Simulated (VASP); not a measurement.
Write the native input for VASP 6.6.1 that does the following.

| Quantity | Value |
| --- | --- |
| Task | single point |
| Functional | PBE |
| Potentials or basis | VASP PAW PBE potentials, release 64 (Na_pv, B) |
| Cutoff | 520 eV |
| k mesh | 18 × 18 × 18 |
| Occupations | gaussian, width 0.15 eV |
| Spin | no spin polarisation |
| Dipole correction | no |
| Further INCAR settings | ALGO = Normal; EDIFF = 1e-06; NBANDS = 12 |

The structure of NaB lies in POSCAR:

```
NaB
1.0
    0.0000000000      2.6838690000      2.6838690000
    2.6838690000      0.0000000000      2.6838690000
    2.6838690000      2.6838690000      0.0000000000
Na B
1 1
Direct
    0.0000000000      0.0000000000      0.0000000000
    0.5000000000      0.5000000000      0.5000000000
```

The cell comes from a database or a generator and needn't be the stable form of this composition.

One way to write it, as run:

INCAR

```
PREC = Accurate ; ENCUT = 520
EDIFF = 1E-6 ; ISMEAR = 0
SIGMA = 0.15 ; LREAL = False
LASPH = True ; NELM = 100
ALGO = Normal ; ISIF = 2
LWAVE = False ; LCHARG = False
GGA = PE ; NBANDS = 12
```

KPOINTS

```
Automatic mesh
0
Gamma
  18 18 18
```

Potentials or basis: VASP PAW PBE potentials, release 64 (Na_pv, B).

Launch:

```sh
$ cat potpaw_PBE.64/Na_pv/POTCAR potpaw_PBE.64/B/POTCAR > POTCAR
$ mpirun -np 1 vasp_std > vasp.out
```

Results of the run:

```
Pressure               : 0.2 GPa
Band gap on the k mesh : none (metal or under the smearing width)
```

It took 21 s on 1 thread of Intel(R) Xeon(R) 6975P-C (Granite Rapids), with other jobs on the host, peak memory 0.21 GiB.
